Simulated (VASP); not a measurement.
Given:

```
In3Sc
1.0
    4.49569     0.00000     0.00000
    0.00000     4.49569     0.00000
    0.00000     0.00000     4.49569
Sc In
1 3
Direct
  0.00000   0.00000   0.00000
  0.00000   0.50000   0.50000
  0.50000   0.00000   0.50000
  0.50000   0.50000   0.00000
```

Method: PBEsol GGA, VASP's PBE PAW potentials (set 64) (plane waves; VASP). Run with 300 eV cut-off, 6×6×6 Γ-centred mesh, Fermi-Dirac smearing of 0.10 eV, potentials Sc_sv In_d.

Q: Give the energies of bands 20 to 29 at the high-symmetry points, in eV from the Fermi level.

A: 
```json
[
 {"band": "20", "Γ": "-9.82", "X": "-8.19", "M": "-6.72", "R": "-4.88"},
 {"band": "21", "Γ": "-2.60", "X": "-7.29", "M": "-5.86", "R": "-4.88"},
 {"band": "22", "Γ": "-2.60", "X": "-1.41", "M": "-5.86", "R": "-4.88"},
 {"band": "23", "Γ": "-1.94", "X": "-1.41", "M": "-4.02", "R": "-4.08"},
 {"band": "24", "Γ": "-1.94", "X": "-1.10", "M": "-0.37", "R": "-2.95"},
 {"band": "25", "Γ": "-1.94", "X": "-0.91", "M": "-0.37", "R": "-2.95"},
 {"band": "26", "Γ": "1.31", "X": "1.18", "M": "1.08", "R": "-2.95"},
 {"band": "27", "Γ": "1.31", "X": "1.21", "M": "1.50", "R": "1.24"},
 {"band": "28", "Γ": "1.31", "X": "1.21", "M": "1.57", "R": "1.80"},
 {"band": "29", "Γ": "2.38", "X": "1.32", "M": "2.01", "R": "1.80"}
]
```

It has no gap at this level: it comes out as a metal or semimetal.

The structure comes from a computed database's ScIn3 entry (Pm-3m); how it stands against other phases isn't given here. The cell was not relaxed at this level.
